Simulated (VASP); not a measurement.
Consider the following.

```yaml
crystal:
  lattice:
    - [4.36036, 0.00000, 0.00000]
    - [-2.18018, 3.77619, 0.00000]
    - [0.00000, 0.00000, 2.65204]
  atoms:
    - { symbol: Re, position: [0.00000, 0.00000, 0.00000] }
    - { symbol: Re, position: [0.33333, 0.66667, 0.50000] }
    - { symbol: Re, position: [0.66667, 0.33333, 0.50000] }
```

All values below come from PBE GGA, VASP's PBE PAW potentials (set 64) (plane waves; VASP). Run with 300 eV cut-off, 7×7×9 Γ-centred mesh, Gaussian smearing of 0.27 eV, potentials Re.

At this cut-off the stress carries a Pulay error, which pulls relaxed volumes low.

Task: Give the stress tensor in GPa (positive for a compressed cell).

Result: 
```
 9.55   0.00   0.00
 0.00   9.55   0.00
 0.00   0.00  22.41
```
The pressure is its mean diagonal, 13.84 GPa.

The structure was generated: Re was put into an ordered model structure, which need not be its known phase. The cell was not relaxed at this level. VASP warned that the highest band is occupied, so more bands are needed.
